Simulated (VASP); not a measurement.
# Lattice of Si2Ni across functionals and dispersion corrections, part 3 of 3

Aim: relax Si2Ni at several levels and hold each cell against experiment. The start is a cell from a database of measured crystal structures.

VASP 6.6.1, plane waves and PAW; the level of theory is named at each step.

Still holding for the runs below: The k-mesh is coarse for a metal.

So far. Step 3 (Relaxation with LDA): It ends at 12.83 Å³/atom, -2.6 % from the start, with 0.11 GPa left. The conventional cell has a = 5.359 Å. Step 4 (Relaxation with r2SCAN): It ends at 13.01 Å³/atom, -1.2 % from the start, with 0.00 GPa left. The conventional cell has a = 5.385 Å.

## Step 5: Relaxation with PBE + D3(BJ)

This step: PBE with D3(BJ), spin-polarised from a ferromagnetic start (one magnetic atom a cell); plane waves and PAW (Si, Ni) (VASP 6.6.1).

A dispersion term adds the long-range attraction that semilocal functionals lack. D3 with Becke-Johnson damping keeps a finite attraction at short range.

The input, INCAR:

```
SYSTEM = Si2Ni
PREC = Accurate
ENCUT = 520
EDIFF = 1E-06
NELM = 100
ISMEAR = -1
SIGMA = 0.05
LREAL = .FALSE.
ALGO = Normal
GGA = PE
IVDW = 12
NBANDS = 17
ISPIN = 2
MAGMOM = 0 0 1
LASPH = .TRUE.
LMAXMIX = 4
LORBIT = 11
LWAVE = .FALSE.
LCHARG = .FALSE.
KPAR = 2
IBRION = 2
NSW = 60
ISIF = 3
EDIFFG = -0.01
```

The input, POSCAR:

```
Si2Ni
1.0
    0.0000000000      2.7030000000      2.7030000000
    2.7030000000      0.0000000000      2.7030000000
    2.7030000000      2.7030000000      0.0000000000
Si Ni
2 1
Direct
    0.2500000000      0.2500000000      0.2500000000
    0.7500000000      0.7500000000      0.7500000000
    0.0000000000      0.0000000000      0.0000000000
```

The input, KPOINTS:

```
Automatic mesh
0
Gamma
7 7 7
0 0 0
```

The projector-augmented-wave data sets are Si and Ni (PBE family, release 64).

Started as:

```bash
$ mpirun -np 2 vasp_std
```

The program printed:

```text
[... set-up lines as in an earlier step ...]
 entering main loop
       N       E                     dE             d eps       ncg     rms          rms(c)
[... 15 cycles as in an earlier step ...]
   1 F= -.18713832E+02 E0= -.18710376E+02  d E =-.187138E+02  mag=    -0.0000
[...]
N       E                     dE             d eps       ncg     rms          rms(c)
DAV:   1    -0.176090099386E+02   -0.23052E+00   -0.19199E+00  1420   0.266E+01    0.508E+00
DAV:   2    -0.181589409527E+02   -0.54993E+00   -0.42259E+00  1462   0.499E+01    0.774E+00
DAV:   3    -0.173383369802E+02    0.82060E+00   -0.16121E+00  1557   0.347E+01    0.578E-01
DAV:   4    -0.173393713107E+02   -0.10343E-02   -0.70693E-02  1598   0.191E+00    0.582E-01
DAV:   5    -0.173359143470E+02    0.34570E-02   -0.68431E-03  1697   0.180E+00    0.101E-01
DAV:   6    -0.173359225793E+02   -0.82324E-05   -0.47149E-04  1687   0.240E-01    0.587E-02
DAV:   7    -0.173359329443E+02   -0.10365E-04   -0.39756E-05  1626   0.630E-02    0.754E-03
DAV:   8    -0.173359321519E+02    0.79241E-06   -0.17476E-06  1212   0.958E-03
   2 F= -.18714215E+02 E0= -.18710703E+02  d E =-.383153E-03  mag=     0.0000
 trial-energy change:   -0.000383  1 .order   -0.000050   -0.019768    0.019668
 step:   0.5139(harm=  0.5013)  dis= 0.00000  next Energy=   -18.718957 (dE=-0.512E-02)
[...]
N       E                     dE             d eps       ncg     rms          rms(c)
DAV:   1    -0.174240980021E+02   -0.88165E-01   -0.46065E-01  1401   0.131E+01    0.235E+00
DAV:   2    -0.175360794154E+02   -0.11198E+00   -0.85962E-01  1630   0.236E+01    0.355E+00
DAV:   3    -0.173638759014E+02    0.17220E+00   -0.41125E-01  1471   0.155E+01    0.465E-01
DAV:   4    -0.173617487336E+02    0.21272E-02   -0.73508E-03  1604   0.109E+00    0.106E-01
DAV:   5    -0.173616644198E+02    0.84314E-04   -0.34903E-04  2072   0.195E-01    0.434E-02
DAV:   6    -0.173616571625E+02    0.72572E-05   -0.14349E-05  2009   0.525E-02    0.127E-02
DAV:   7    -0.173616584524E+02   -0.12899E-05   -0.23192E-06  1210   0.127E-02    0.456E-03
DAV:   8    -0.173616586785E+02   -0.22605E-06   -0.78021E-08   718   0.324E-03
   3 F= -.18718831E+02 E0= -.18715376E+02  d E =-.499949E-02  mag=    -0.0000
[...]
reached required accuracy - stopping structural energy minimisation
```

Wall time 30 s (2 MPI ranks of AMD EPYC 7R43, shared host); peak memory 0.32 GiB.

Parts of OUTCAR (step 5):

```text
 Edisp (eV)   -1.37828

 Edisp (eV)   -1.35717

  Total       0.00286     0.00286     0.00286     0.00000     0.00000     0.00000
  in kB       0.11786     0.11786     0.11786     0.00000     0.00000     0.00000
  external pressure =        0.12 kB  Pullay stress =        0.00 kB

 POSITION                                       TOTAL-FORCE (eV/Angst)
 -----------------------------------------------------------------------------------
      1.34435      1.34435      1.34435        -0.000000      0.000000      0.000000
      4.03305      4.03305      4.03305        -0.000000     -0.000000     -0.000000
      0.00000      0.00000      0.00000         0.000000     -0.000000      0.000000
 -----------------------------------------------------------------------------------
    total drift:                               -0.000000     -0.000000      0.000000

  FREE ENERGIE OF THE ION-ELECTRON SYSTEM (eV)
  ---------------------------------------------------
  free  energy   TOTEN  =       -18.7188313472 eV

  energy  without entropy=      -18.7119205941  energy(sigma->0) =      -18.71537597

 magnetization (x)
# of ion       s       p       d       tot
------------------------------------------
    1       -0.000  -0.000   0.000  -0.000
    2       -0.000  -0.000   0.000  -0.000
    3        0.000   0.000  -0.000   0.000
--------------------------------------------------
tot         -0.000  -0.000  -0.000  -0.000

[... 2 parts as in an earlier step ...]

[... 2 further parts left out ...]
[key lines of the parts left out:]
E-fermi :  10.6479
```

Dispersion corrections of this kind ignore metallic screening and tend to overbind metals.

The steps of the relaxation:

```tsv
step	energy less that of the first step (eV)	largest force (eV/Å)	pressure (GPa)	volume (Å³)
1	0.0000	0.0000	-2.60	39.50
2	-0.0004	0.0000	2.67	38.29
3	-0.0050	0.0000	0.01	38.87
```

```tsv
conventional cell, symmetrised	before	after	change
a (Å)	5.406	5.377	-0.5 %
b (Å)	5.406	5.377	-0.5 %
c (Å)	5.406	5.377	-0.5 %
volume (Å³/atom)	13.17	12.96	-1.6 %
```

Final coordinates:

```cif
data_structure
_symmetry_space_group_name_H-M 'P 1'
_symmetry_Int_Tables_number 1
_cell_length_a 3.8024
_cell_length_b 3.8024
_cell_length_c 3.8024
_cell_angle_alpha 60.000
_cell_angle_beta 60.000
_cell_angle_gamma 60.000
_cell_volume 38.87
loop_
_atom_site_label
_atom_site_type_symbol
_atom_site_fract_x
_atom_site_fract_y
_atom_site_fract_z
_atom_site_occupancy
Si1 Si 0.25000 0.25000 0.25000 1
Si2 Si 0.75000 0.75000 0.75000 1
Ni3 Ni 0.00000 0.00000 0.00000 1
```

It ends at 12.96 Å³/atom, -1.6 % from the start, with 0.01 GPa left. The conventional cell has a = 5.377 Å. Against plain PBE, the dispersion term moves a by -1.2 %.

## Step 6: The cells as a table

This step: relaxed cells at several levels; plane waves and PAW (VASP 6.6.1).

No new run; the numbers come from the runs before.

Lengths are those of the conventional cell; cost is the wall time of each run, as given at its step, times its ranks, without the set-up around it. Results by level, by row:

```tsv
level	volume (Å³/atom)	change from the start (%)	a (Å)	largest site moment (μB)	cost (core minutes)
PBE	13.42	1.9	5.441	0	1.27
LDA	12.83	-2.6	5.359	0	0.8
r2SCAN	13.01	-1.2	5.385	0	3.83
PBE + D3(BJ)	12.96	-1.6	5.377	0	1
```

## Step 7: Outcome

- volume, PBE: 13.42 Å³/atom
- volume, LDA: 12.83 Å³/atom
- volume, r2SCAN: 13.01 Å³/atom
- volume, PBE + D3(BJ): 12.96 Å³/atom

For Si2Ni the levels give volumes between 12.83 Å³/atom (LDA) and 13.42 Å³/atom (PBE), a spread of 4.6 %, while the cost of the finished runs spans a factor of 4.8. Within 1 % of experiment on every length: PBE, LDA, r2SCAN and PBE + D3(BJ). The nearest, r2SCAN, took 4.8 times the core time of LDA and lowers the largest miss from 0.86 to 0.39 %. Thermal and zero-point expansion, often some tenths of a per cent in length, bear on this order: with the measured lengths lowered by an assumed 0.4 % the nearest is still r2SCAN. The costs hold the number of ionic steps as well as the price of the functional. All runs lost the moments they were started with, so they describe a non-magnetic state; an order that doesn't fit this cell would change the volume. Adding D3(BJ) to PBE changes the volume by -3.4 % (a by -1.2 %). Pairwise corrections of the D and TS kind ignore the screening in a metal, so they may overbind here. Within 0.02 Å all end in space group Fm-3m; the runs can't lower the symmetry of the start. The k-sampling is coarse for a metal, so the Fermi level, moments, pressures and the shape of the cell carry errors. Only the typed magnetic starts were tried, so the magnetic ground state may differ and with it the other results. Each is a single relaxation on the plane waves of the start cell, so larger changes of volume carry a basis-set error that was not tested here.

Computed beside measured:

| quantity | measured | PBE | LDA | r2SCAN | PBE + D3(BJ) |
| --- | --- | --- | --- | --- | --- |
| lattice constant a (Å) | 5.406 | 5.441 (+0.6 %) | 5.359 (-0.9 %) | 5.385 (-0.4 %) | 5.377 (-0.5 %) |

Measured values from arxiv:1602.05840 (2016).

**Verdict.** For the lattice constant a, of the levels listed nearest comes r2SCAN (-0.4 %) and farthest LDA (-0.9 %). The magnetic state of these runs (no moments) need not be that of the sample, so the match is not graded. For lattice constants the calculation has a static lattice, without zero-point motion or thermal expansion.

[Lines on the potential files, build, host, timing and source positions are cut from VASP's logs without a mark.]

[Logs are printed without paths, hosts, clocks, repeated set-up lines and the standing remarks that a program may print on its own settings, such as how far it seeks lower states.]

[Hosts, paths, dates, database ids (printed as entryN), source tags and the programs' standing remarks are cut or masked in the printed files.]

[A measured line is paired with the nearest computed mode of its activity, which favours agreement.]
